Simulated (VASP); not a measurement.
Crystal: Cu.

```xyz
1
Lattice="0.0000 1.8075 1.8075 1.8075 0.0000 1.8075 1.8075 1.8075 0.0000" Properties=species:S:1:pos:R:3 pbc="T T T"
Cu    0.0000    0.0000    0.0000
```

- Program: VASP 6.6.1
- Task: relaxation of cell and atoms
- Functional: PBE
- Potentials or basis: VASP PAW PBE potentials, release 64 (Cu)
- Cutoff: 520 eV
- k mesh: 20 × 20 × 20
- Occupations: gaussian, width 1 eV
- Spin: no spin polarisation

At the start: pressure 3.1 GPa; volume 11.81 Å³/atom.

**Question.** How do energy, volume and symmetry change on relaxing?

**Answer.** Over 3 steps the energy falls by 2.3 meV/atom and the volume is 12.06 Å³/atom (+2.1 %); space group Fm-3m (No. 225, to 0.05 Å).

Step by step:
```tsv
step	energy change (eV)	largest force (eV/Å)	pressure (GPa)	volume (Å³)
1	0.0000	0.0000	3.06	11.81
2	-0.0017	0.0000	-1.50	12.20
3	-0.0023	0.0000	0.01	12.06
```

Final structure:
```cif
data_structure
_symmetry_space_group_name_H-M 'P 1'
_symmetry_Int_Tables_number 1
_cell_length_a 2.5742
_cell_length_b 2.5742
_cell_length_c 2.5742
_cell_angle_alpha 60.000
_cell_angle_beta 60.000
_cell_angle_gamma 60.000
_cell_volume 12.06
loop_
_atom_site_label
_atom_site_type_symbol
_atom_site_fract_x
_atom_site_fract_y
_atom_site_fract_z
_atom_site_occupancy
Cu1 Cu 0.00000 0.00000 0.00000 1
```
